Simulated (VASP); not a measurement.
Data:

```
CELL_PARAMETERS angstrom
      0.00000     1.79656     1.79656
      1.79656     0.00000     1.79656
      1.79656     1.79656     0.00000
ATOMIC_POSITIONS crystal
  Cu 0.00000 0.00000 0.00000
```

Calculation: PBE GGA, VASP's PBE PAW potentials (set 64) (plane waves; VASP). Run with 480 eV cut-off, 16×16×16 Γ-centred mesh, first-order Methfessel-Paxton smearing of 0.10 eV, potentials Cu.

Task: Predict the energy per atom (σ→0), pressure, band gap (on the k-mesh) with the smallest direct gap where there is one.

Result: 
- band gap (on the k-mesh) = none (metal, semimetal or under 0.01 eV)
- energy per atom (σ→0) = -359.0 kJ/mol of atoms
- pressure = 4.93 GPa

Total energies compare only between runs with the same potentials, cut-off and functional.

The compound is Cu in the fcc structure. It was relaxed first under an external pressure of 5 GPa.
